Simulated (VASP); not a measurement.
A convergence study with VASP on CsSnI$_{3}$ (cubic perovskite): one setting is varied, all else stays as given below, so the limit is that of these other settings.

```xyz
5
Lattice="6.2200 0.0000 0.0000 0.0000 6.2200 0.0000 0.0000 0.0000 6.2200" Properties=species:S:1:pos:R:3 pbc="T T T"
Cs     0.0000     0.0000     0.0000
Sn     3.1100     3.1100     3.1100
I      3.1100     0.0000     3.1100
I      0.0000     3.1100     3.1100
I      3.1100     3.1100     0.0000
```

These are PBE GGA, VASP's PBE PAW potentials (set 64) (plane waves; VASP) values and carry that method's errors. The tightest run used: 550 eV cut-off, 8×8×8 Monkhorst-Pack mesh, Gaussian smearing of 0.050 eV, potentials Cs_sv Sn_d I.

Question: The settings run are 1×1×1 mesh; 2×2×2 mesh; 3×3×3 mesh; 4×4×4 mesh; 5×5×5 mesh; 6×6×6 mesh; 7×7×7 mesh; 8×8×8 mesh. From which on does the stress (every component) stay within 0.5 GPa of the tightest run?

Answer: From 3×3×3 mesh on: it is off by 0.31 there and by no more than 0.5 in any finer run, while 2×2×2 mesh is off by 0.79.
```
setting     E (eV/atom)  pressure (GPa)  irreducible k-points  difference judged (GPa)
----------  -----------  --------------  --------------------  -----------------------
1×1×1 mesh      -3.3431           -0.17                     1                     0.63
2×2×2 mesh      -2.9407           -0.33                     1                     0.79
3×3×3 mesh      -2.8433            0.15                     4                     0.31
4×4×4 mesh      -2.8187            0.33                     4                     0.14
5×5×5 mesh      -2.8109            0.40                    10                     0.06
6×6×6 mesh      -2.8080            0.44                    10                     0.03
7×7×7 mesh      -2.8068            0.45                    20                     0.01
8×8×8 mesh      -2.8063            0.46                    20                     0.00
```

Left out are rungs that failed or repeat a setting and relaxations that didn't move; long series are thinned to 24 rows.

The compound is CsSnI3 in the cubic perovskite structure, the ideal cubic form; the compound distorts at low or room temperature. The cell was not relaxed at this level.
